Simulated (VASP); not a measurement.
Here is the system:

```yaml
crystal:
  lattice:
    - [4.57969, 0.00000, 0.00000]
    - [-2.28984, 3.96612, 0.00000]
    - [0.00000, 0.00000, 7.50417]
  atoms:
    - { symbol: Cd, position: [0.33333, 0.66667, 0.00030] }
    - { symbol: Cd, position: [0.66667, 0.33333, 0.50030] }
    - { symbol: Te, position: [0.33333, 0.66667, 0.37470] }
    - { symbol: Te, position: [0.66667, 0.33333, 0.87470] }
```

All values below come from PBEsol GGA, VASP's PBE PAW potentials (set 64) (plane waves; VASP 6.6.1). Run with 400 eV cut-off, 6×6×4 Γ-centred mesh, tetrahedra with Blöchl corrections, potentials Cd Te.

Unless said otherwise, spin-orbit coupling is left out, though it shifts the bands of the heavy elements here.

**Question.** Tabulate the total density of states (states/eV per cell) against energy (eV; zero at the valence-band maximum or, without a gap, the Fermi level).

**Answer.** 
(E (eV), DOS (states/eV)): (-9.94, 0.00); (-9.40, 0.00); (-8.75, 0.00); (-8.21, 53.2); (-7.57, 9.02); (-7.03, 0.00); (-6.38, 0.00); (-5.84, 0.00); (-5.19, 0.00); (-4.65, 0.00); (-4.01, 3.06); (-3.47, 1.25); (-2.82, 0.94); (-2.28, 2.30); (-1.74, 3.47); (-1.10, 4.99); (-0.56, 1.93); (0.09, 0.00); (0.63, 0.00); (1.28, 0.03); (1.81, 0.17); (2.46, 3.18); (3.00, 2.89); (3.65, 0.21); (4.19, 8.82)
Within 2 eV below the valence-band maximum the largest weight inside VASP's projection spheres is Te p.

The structure comes from a computed database's CdTe entry (P6_3mc); how it stands against other phases isn't given here. It was relaxed first.
